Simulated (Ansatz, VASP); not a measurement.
# Cross-check of TiAl3 between VASP and Ansatz, part 2 of 2

Wanted: the spread between two codes on one cell, functional and k mesh. The cell is taken from a series of runs on this material, whose earlier steps may have relaxed, scaled, displaced or heated it; both programs get it as it stands.

VASP 6.6.1 and Ansatz 0.2.0.

So far: The starting structure; VASP: zone-centre phonons, LDA.

## 2. VASP: zone-centre phonons, LDA (continued)

Level of this step: LDA; plane waves and PAW (Al, Ti_sv) (VASP).

Numbers of over 12 decimals in the logs are rounded to 6 here.

OUTCAR, selected parts (step 2):

```text
ion  position               nearest neighbor table
   1  0.500  0.500  0.000-   4 2.62   4 2.62   4 2.62   4 2.62   3 2.78   2 2.78   3 2.78   2 2.78
                             3 2.78   3 2.78   2 2.78   2 2.78
   2  0.750  0.250  0.500-   3 2.62   3 2.62   3 2.62   3 2.62   4 2.78   1 2.78   4 2.78   4 2.78
                             1 2.78   1 2.78   4 2.78   1 2.78
   3  0.250  0.750  0.500-   2 2.62   2 2.62   2 2.62   2 2.62   4 2.78   1 2.78   4 2.78   1 2.78
                             4 2.78   4 2.78   1 2.78   1 2.78
   4  0.000  0.000  0.000-   1 2.62   1 2.62   1 2.62   1 2.62   3 2.78   2 2.78   3 2.78   3 2.78
                             2 2.78   2 2.78   3 2.78   2 2.78

  LATTYP: Found a body centered tetragonal cell.
 ALAT       =     3.7030520282
 C/A-ratio  =     2.2421563870

 Subroutine GETGRP returns: Found 16 space group operations
 (whereof 16 operations were pure point group operations)

The static configuration has the point symmetry D_4h.

 Found    349 irreducible k-points:

   k-points           NKPTS =    349   k-points in BZ     NKDIM =    349   number of bands    NBANDS=     16

   dimension x,y,z NGX =    36 NGY =   36 NGZ =   36
   dimension x,y,z NGXF=    72 NGYF=   72 NGZF=   72

   ENCUT  =  500.0 eV  36.75 Ry    6.06 a.u.   8.95  8.95  8.95*2*pi/ulx,y,z

   NELECT =      21.0000    total number of electrons

 k-points in reciprocal lattice and weights: Automatic mesh
   0.00000000  0.00000000  0.00000000       0.000
   0.06250000  0.00000000  0.00000000       0.002
   0.12500000  0.00000000  0.00000000       0.002
   0.18750000  0.00000000  0.00000000       0.002
   0.25000000  0.00000000  0.00000000       0.002
   0.31250000  0.00000000 -0.00000000       0.002
   0.37500000  0.00000000  0.00000000       0.002
   0.43750000  0.00000000 -0.00000000       0.002
   0.50000000  0.00000000  0.00000000       0.001
[...]
-0.43750000 -0.43750000  0.43750000       0.000
   0.50000000  0.50000000  0.50000000       0.000

 average (electrostatic) potential at core
       1 -68.6664       2 -68.5512       3 -68.5512       4 -70.9421

  Total        2.9947289      2.9947289      2.9907887      0.0000000     -0.0000000      0.0000000
  in kB       84.2854779     84.2854779     84.1745811      0.0000000     -0.0000000      0.0000000
  external PRESSURE =      84.2485123 kB  Pullay stress =       0.0000000 kB

  energy-cutoff  :      500.00
  volume of cell :       56.93
      direct lattice vectors                 reciprocal lattice vectors
    -1.851526014  1.851526014  4.151410878     0.000000000  0.270047516  0.120440981
     1.851526014 -1.851526014  4.151410878     0.270047516  0.000000000  0.120440981
     1.851526014  1.851526014 -4.151410878     0.270047516  0.270047516  0.000000000

 POSITION                                       TOTAL-FORCE (eV/Angst)
 -----------------------------------------------------------------------------------
      0.00000      0.00000      4.15141        -0.000000      0.000000      0.000000
      0.00000      1.85153      2.07571         0.000000     -0.000000      0.000000
      1.85153      0.00000      2.07571        -0.000000      0.000000     -0.000000
      0.00000      0.00000      0.00000        -0.000000      0.000000      0.000000
 -----------------------------------------------------------------------------------
    total drift:                               -0.000000      0.000000      0.000000

 Eigenvectors and eigenvalues of the dynamical matrix
 ----------------------------------------------------

   1 f  =   11.658851 THz    73.254724 2PiTHz  388.897422 cm-1    48.217113 meV
             X         Y         Z           dx          dy          dz
      0.000000  0.000000  4.151411    -0.242608    0.761055    0.000000
      0.000000  1.851526  2.075705    -0.000409    0.001282   -0.000000
      1.851526  0.000000  2.075705    -0.000409    0.001282   -0.000000
      0.000000  0.000000  0.000000     0.182721   -0.573190    0.000000

   2 f  =   11.658851 THz    73.254724 2PiTHz  388.897422 cm-1    48.217113 meV
             X         Y         Z           dx          dy          dz
      0.000000  0.000000  4.151411    -0.761055   -0.242608    0.000000
      0.000000  1.851526  2.075705    -0.001282   -0.000409    0.000000
      1.851526  0.000000  2.075705    -0.001282   -0.000409   -0.000000
      0.000000  0.000000  0.000000     0.573190    0.182721   -0.000000

   3 f  =   11.553269 THz    72.591330 2PiTHz  385.375570 cm-1    47.780460 meV
             X         Y         Z           dx          dy          dz
      0.000000  0.000000  4.151411    -0.000000    0.000000    0.000000
      0.000000  1.851526  2.075705    -0.290613    0.644627    0.000000
      1.851526  0.000000  2.075705     0.290613   -0.644627   -0.000000
      0.000000  0.000000  0.000000     0.000000   -0.000000    0.000000

   4 f  =   11.553269 THz    72.591330 2PiTHz  385.375570 cm-1    47.780460 meV
             X         Y         Z           dx          dy          dz
      0.000000  0.000000  4.151411    -0.000000   -0.000000    0.000000
      0.000000  1.851526  2.075705     0.644627    0.290613   -0.000000
      1.851526  0.000000  2.075705    -0.644627   -0.290613    0.000000
      0.000000  0.000000  0.000000     0.000000    0.000000    0.000000

   5 f  =   11.201264 THz    70.379617 2PiTHz  373.633945 cm-1    46.324684 meV
             X         Y         Z           dx          dy          dz
      0.000000  0.000000  4.151411    -0.000000    0.000000   -0.393676
      0.000000  1.851526  2.075705     0.000000   -0.000000    0.539026
      1.851526  0.000000  2.075705     0.000000   -0.000000    0.539026
      0.000000  0.000000  0.000000     0.000000   -0.000000   -0.513732

   6 f  =    8.611818 THz    54.109649 2PiTHz  287.259329 cm-1    35.615602 meV
             X         Y         Z           dx          dy          dz
      0.000000  0.000000  4.151411     0.000000   -0.000000    0.000000
      0.000000  1.851526  2.075705    -0.000000    0.000000   -0.707107
      1.851526  0.000000  2.075705    -0.000000   -0.000000    0.707107
      0.000000  0.000000  0.000000     0.000000    0.000000   -0.000000

   7 f  =    7.644131 THz    48.029493 2PiTHz  254.980773 cm-1    31.613572 meV
             X         Y         Z           dx          dy          dz
      0.000000  0.000000  4.151411     0.088497    0.380468    0.000000
      0.000000  1.851526  2.075705    -0.122098   -0.524925    0.000000
      1.851526  0.000000  2.075705    -0.122098   -0.524925   -0.000000
      0.000000  0.000000  0.000000     0.116956    0.502819    0.000000

   8 f  =    7.644131 THz    48.029493 2PiTHz  254.980773 cm-1    31.613572 meV
             X         Y         Z           dx          dy          dz
      0.000000  0.000000  4.151411    -0.380468    0.088497   -0.000000
      0.000000  1.851526  2.075705     0.524925   -0.122098   -0.000000
      1.851526  0.000000  2.075705     0.524925   -0.122098    0.000000
      0.000000  0.000000  0.000000    -0.502819    0.116956    0.000000

   9 f  =    6.815793 THz    42.824893 2PiTHz  227.350397 cm-1    28.187844 meV
             X         Y         Z           dx          dy          dz
      0.000000  0.000000  4.151411     0.000000   -0.000000   -0.796947
      0.000000  1.851526  2.075705    -0.000000    0.000000   -0.003180
      1.851526  0.000000  2.075705    -0.000000    0.000000   -0.003180
      0.000000  0.000000  0.000000     0.000000   -0.000000    0.604033

  10 f/i=    0.001608 THz     0.010105 2PiTHz    0.053644 cm-1     0.006651 meV
             X         Y         Z           dx          dy          dz
      0.000000  0.000000  4.151411     0.232147   -0.394282   -0.000000
      0.000000  1.851526  2.075705     0.232255   -0.394464   -0.000000
      1.851526  0.000000  2.075705     0.232255   -0.394464   -0.000000
      0.000000  0.000000  0.000000     0.309273   -0.525272   -0.000000

  11 f/i=    0.001608 THz     0.010105 2PiTHz    0.053644 cm-1     0.006651 meV
             X         Y         Z           dx          dy          dz
      0.000000  0.000000  4.151411    -0.394282   -0.232147   -0.000000
      0.000000  1.851526  2.075705    -0.394464   -0.232255   -0.000000
      1.851526  0.000000  2.075705    -0.394464   -0.232255   -0.000000
      0.000000  0.000000  0.000000    -0.525272   -0.309273   -0.000000

  12 f/i=    0.004202 THz     0.026399 2PiTHz    0.140150 cm-1     0.017376 meV
             X         Y         Z           dx          dy          dz
      0.000000  0.000000  4.151411     0.000000    0.000000   -0.458143
      0.000000  1.851526  2.075705     0.000000    0.000000   -0.457647
      1.851526  0.000000  2.075705     0.000000    0.000000   -0.457647
      0.000000  0.000000  0.000000     0.000000    0.000000   -0.609281

 ELASTIC MODULI CONTR FROM IONIC RELAXATION (kBar)
 Direction    XX          YY          ZZ          XY          YZ          ZX
 --------------------------------------------------------------------------------
 XX          -4.0281      4.0281      0.0000      0.0000     -0.0000      0.0000
 YY           4.0281     -4.0281      0.0000      0.0000      0.0000     -0.0000
 ZZ           0.0000      0.0000      0.0000      0.0000      0.0000      0.0000
 XY           0.0000      0.0000      0.0000      0.0000      0.0000      0.0000
 YZ          -0.0000      0.0000      0.0000      0.0000    -10.3808     -0.0000
 ZX           0.0000     -0.0000      0.0000      0.0000      0.0000    -12.5321
 --------------------------------------------------------------------------------
```

## 3. Ansatz: zone-centre phonons, LDA

Ansatz runs on its PAW soft_1 files.

The same cell, functional (in two slightly different forms), mesh and smearing now go to Ansatz, which takes its cutoff from its data sets.

input.yaml

```yaml
crystal:
  lattice:
    - [-1.8515260141, 1.8515260141, 4.1514108783]
    - [1.8515260141, -1.8515260141, 4.1514108783]
    - [1.8515260141, 1.8515260141, -4.1514108783]
  atoms:
    - { symbol: Al, position: [0.5, 0.5, 0.0] }
    - { symbol: Al, position: [0.75, 0.25, 0.5] }
    - { symbol: Al, position: [0.25, 0.75, 0.5] }
    - { symbol: Ti, position: [0.0, 0.0, 0.0] }
kpoints:
  mp_grid: { grid: [16, 16, 16] }
hamiltonian:
  xc: lda
  pseudopotentials: { kind: paw, azcp: { folder: soft_1 }, xc_functional: pbe }
scf:
  occupations: { method: methfessel_paxton, width: 0.2 }
output:
  eigenvalues: true
phonons:
  method: dfpt
```

Launch:

```sh
$ ansatz run input.yaml --threads 4 --pin off --max-ram 16384MiB --backend cpu --events-out ev --progress --plain --runs-dir out
```

The program printed:

```text
zone centre: on kpoints.mp_grid the ground state, and the responses unless they are solved on pairs of k-points, stand on 621 of the mesh's 4096 k-points, reduced under 4 symmetry operations, with k and −k counted as one. Each operation leaves every solved displacement unchanged or reverses it
Engine: ansatz 0.2.0, x86_64-unknown-linux-gnu
Pseudopotentials: kind: paw
Pseudopotential: Al, paw, valence charge 3, recommended cutoff 420 eV (normal), soft_1/Al.paw.azcp
Pseudopotential: Ti, paw, valence charge 12, recommended cutoff 420 eV (normal), soft_1/Ti.paw.azcp
Functional definition: SPW92
  exchange = slater_x
  correlation = pw_c
Crystal: 4 atoms, lattice volume = 56.927 Å³
Basis set: ecut = 420 eV, 1081 PW (Γ), exchange–correlation on 72×72×72 points (8 copies of the dense FFT grid, shifted against one another)
Bands: 15, of which v1, the nominal top of the filled ones, is band 11 counted from 1 (10 counted from 0)
Symmetry: 16 space group operations
k-points: 621 of 4096 (irreducible under 4 space group operations, time reversal used)
Non-local potential: Al, projectors of the file, l = 0: 2, l = 1: 2, l = 2: 1
Non-local potential: Ti, projectors of the file, l = 0: 3, l = 1: 2, l = 2: 3, l = 3: 1
PAW form: soft (Blöchl's): semilocal exchange-correlation on the pseudo side does not see the compensation charge
PAW frozen core: Al, regenerated for the run's functional, and the local potential with it (the file was generated under x = pbe(κ = 0.804, μ = 0.219515), c = pbe(β = 0.066725))
PAW frozen core: Ti, regenerated for the run's functional, and the local potential with it (the file was generated under x = pbe(κ = 0.804, μ = 0.219515), c = pbe(β = 0.066725))
PAW one-centre angular grid: Al, 110 points (default); XC on 64 Gauss nodes
PAW one-centre angular grid: Ti, 590 points (default); XC on 64 Gauss nodes
Initial density: superposition of atomic densities (chi_scale 0.1, normalization cell, long waves kept (reshape's long-wave potential 0.00 eV rms))
Initial wavefunctions: pseudopotential atomic-orbital guess
Functional: x = slater, c = lda
SCF iter   1: F=—  HF=-3990.945748 eV  |F-HF|=—  |Δ(HF+E_count)|=         —  Δρ=3.03e-2  dr2=6.59e-1  ethr=3.10e-3  ⟨swp⟩=5.2  Hψ=48195  notcnv=0
preconditioner: auto → Kerker (q_TF=auto, 2.311 Å⁻¹)  [metal: Δε(μ)=0.021 eV  Ē_g=5.904 eV  σ=0.200 eV  W_gap=0.09  n_scr=10 (ndim 8)  ℏωp=17.7 eV  f_vac=0.000  D(μ)=1.55/eV (n_scr^D=10)]
SCF iter   2: F=—  HF=-3990.684619 eV  |F-HF|=—  |Δ(HF+E_count)|=   2.61e-1  S|Δr|=    0.00e0  Δρ=1.93e-2  dr2=2.97e-1  ethr=3.10e-3  ⟨swp⟩=1.9  Hψ=15414  notcnv=0
SCF iter   3: F=—  HF=-3990.524570 eV  |F-HF|=—  |Δ(HF+E_count)|=   1.60e-1  S|Δr|=    0.00e0  Δρ=2.14e-3  dr2=2.28e-3  ethr=1.41e-3  ⟨swp⟩=2.7  Hψ=14861  notcnv=0
SCF iter   4: F=—  HF=-3990.523500 eV  |F-HF|=—  |Δ(HF+E_count)|=   1.07e-3  S|Δr|=    0.00e0  Δρ=5.83e-4  dr2=1.45e-4  ethr=1.09e-5  ⟨swp⟩=2.8  Hψ=15605  notcnv=0
SCF iter   5: F=—  HF=-3990.523434 eV  |F-HF|=—  |Δ(HF+E_count)|=   6.58e-5  S|Δr|=    0.00e0  Δρ=1.08e-4  dr2=8.89e-6  ethr=6.90e-7  ⟨swp⟩=2.0  Hψ=12955  notcnv=0
SCF iter   6: F=—  HF=-3990.523431 eV  |F-HF|=—  |Δ(HF+E_count)|=   2.54e-6  S|Δr|=    0.00e0  Δρ=1.64e-5  dr2=1.41e-7  ethr=4.23e-8  ⟨swp⟩=2.2  Hψ=11762  notcnv=0
SCF iter   7: F=—  HF=-3990.523431 eV  |F-HF|=—  |Δ(HF+E_count)|=   3.17e-7  S|Δr|=    0.00e0  Δρ=2.54e-6  dr2=3.23e-9  ethr=6.72e-10  ⟨swp⟩=2.7  Hψ=14272  notcnv=0
SCF iter   8: F=—  HF=-3990.523431 eV  |F-HF|=—  |Δ(HF+E_count)|=  9.39e-10  S|Δr|=    0.00e0  Δρ=6.09e-7  dr2=1.83e-10  ethr=1.54e-11  ⟨swp⟩=2.9  Hψ=16129  notcnv=0
SCF iter   9: F=-3990.523431 eV  HF=-3990.523431 eV  |F-HF|=9.09e-13  |Δ(HF+E_count)|=  4.55e-11  S|Δr|=    0.00e0  Δρ=1.13e-7  dr2=4.57e-12  ethr=1.00e-12  ⟨swp⟩=3.2  Hψ=38597  notcnv=0
the search or the solves at the SCF's close seem to have found levels that the self-consistency loop had missed (the run counts 1). By its estimate they hold under 1e-12 electrons; where the run keeps them, the occupations were computed again with them
SCF 1 converged in 9 iterations: F = -3990.523431 eV  dr2 = 4.57e-12
  greatest PAW one-centre occupation: 0.998 electrons in one spin orbital (limit 2), on the Ti atom at site 3 (counted from 0), in its partial waves of l = 0
DFPT response loops at Γ: preconditioner auto → Kerker (q_TF=auto, 2.311 Å⁻¹) (partly filled bands, converged f_vac=0.000); β = 1.00, the filter's whole step (`scf.mixing.beta` (0.50) is not read by the response loops under this deck's `scf.mixing.preconditioner`; to damp them name `kerker` or `kerker_dos`, under which they read `scf.mixing.beta`, and type it under 1.00, their step now; both keys bind the ground state too); Broyden in place of MSR1
SCF converged after 9 iterations
Stability not checked: this state was not tested for a lower state beside it, because cold or Methfessel-Paxton smearing, or corrected tetrahedra, fill the levels in a way that the test cannot read (fill_not_monotonic; see scf.lower_state_search)
Free energy (F): -3990.523431 eV
Harris-Foulkes:  -3990.523431 eV  (|F-HF|=9.09e-13)
Internal energy: -3990.524216 eV  (E = F + TS)
E sigma→0 (E₀):  -3990.523627 eV
Entropy (-TS):   0.000785 eV (0.196 meV/atom)
Fermi energy:    10.534640 eV
Step filling:    the computed levels leave a gap of 0.0000 eV = 0.0 smearing widths at the electron count; against every level under it full and every level over it empty, smearing changes F+E_penalty+E_count by +0.404 meV and its σ→0 estimate by +0.208 meV
--- Per-component energies (eV) ---
  E_band       = -129.301732
  E_kinetic    = 358.164527
  E_local      = -1207.235709  (includes V_loc(G=0)·N_el)
  E_nonlocal   = 100.217841
  E_hartree    = 523.360066
  E_xc         = -231.734690
  E_vxc        = -239.057433  (∫ρ·V_xc dr)
  E_paw        = -2331.357807  (= ΣΔE_a)
  E_vpaw       = -188.110993  (= ΣTr[D̂ρ^β])
  E_aug_tail   = -0.000098  (compensation charges beyond the density's cutoff)
  E_ewald      = -1202.431446
  E_core_change = 0.493100  (= ΣΔE_core)
  E_smearing   = 0.000785  (= −TS)
  E_closure    = 0.000000  (closes the sum)
  Σ components = -3990.523431   (vs F -3990.523431, Δ=0.00e0)
--- Band table (eV; the first three rows and the last of 621) ---
  k-point 0: bands = [... 7 lower, 8.9305, 9.2237, 9.2237, 11.4514, 12.5336, 12.5336, 12.8604, 13.5710]
  k-point 1: bands = [... 7 lower, 8.8544, 8.9784, 9.2560, 11.0582, 12.6230, 12.6643, 12.7385, 13.7890]
  k-point 2: bands = [... 7 lower, 8.4135, 8.6652, 9.3131, 10.2524, 12.5886, 12.8202, 12.8376, 14.0870]
  k-point 620: bands = [... 7 lower, 9.6972, 9.6972, 10.2609, 11.2693, 11.2693, 11.5953, 13.8019, 16.0772]
--- Phonons (Γ-DFPT): 6 representative perturbations + reference, on 621 of 4096 k-points (Σ response iterations 18) ---
  k mesh reduced under 4 symmetry operations, with k and −k counted as one. Each operation leaves every solved displacement unchanged or reverses it
  ASR residual: 4.426e-5 → 0.000e0 eV/Å²; symmetrization residual: 3.417e-6 eV/Å²
  ASR residual per site (eV/Å²): 2.29e-5 1.05e-5 1.05e-5 4.43e-5
  Γ frequencies (cm⁻¹): 0.00 0.00 0.00 226.81 254.46 254.46 286.66 372.26 383.92 383.92 388.11 388.11
  non-analytic LO–TO correction: not included (Born effective charges unavailable; polar crystals: no LO–TO splitting at Γ)
```

## 4. Comparison

Known differences besides the potentials themselves: the two LDA forms differ slightly; the cutoff is 420 eV in Ansatz and 500 eV in VASP; VASP's log shows a relativistic correction to its local exchange, Ansatz's none. Total energies have different zeros and are not compared.

The two programs side by side:

| quantity | Ansatz | VASP | difference |
| --- | --- | --- | --- |
| optical mode 1 (cm⁻¹) | 226.8 | 227.4 | -0.24 % |
| optical mode 2 to 3 (cm⁻¹) | 254.5 | 255.0 | -0.20 % |
| optical mode 4 (cm⁻¹) | 286.7 | 287.3 | -0.21 % |
| optical mode 5 (cm⁻¹) | 372.3 | 373.6 | -0.37 % |
| optical mode 6 to 7 (cm⁻¹) | 383.9 | 385.4 | -0.38 % |
| optical mode 8 to 9 (cm⁻¹) | 388.1 | 388.9 | -0.20 % |

Modes are paired by rising frequency, not by their patterns, so a pair may set unlike modes beside each other; they are those without the splitting of longitudinal modes.

## 5. Outcome

```json
{"r.m.s. difference of the optical zone-centre modes, each program's sorted by frequency (zone-centre phonons, LDA)": "0.98 cm⁻¹"}
```

What this shows: The r.m.s. difference of the optical zone-centre modes, each program's sorted by frequency is 0.98 cm⁻¹ (zone-centre phonons, LDA). Such differences can come from data sets, numerical settings and the points named under the comparisons, not from the functional's error against experiment.

[Lines on the potential files, build, host, timing and source positions are cut from VASP's logs without a mark.]

[Logs are printed without paths, hosts, clocks, repeated set-up lines and the standing remarks that a program may print on its own settings, such as how far it seeks lower states.]

[Hosts, paths, dates, database ids (printed as entryN), source tags and the programs' standing remarks are cut or masked in the printed files.]
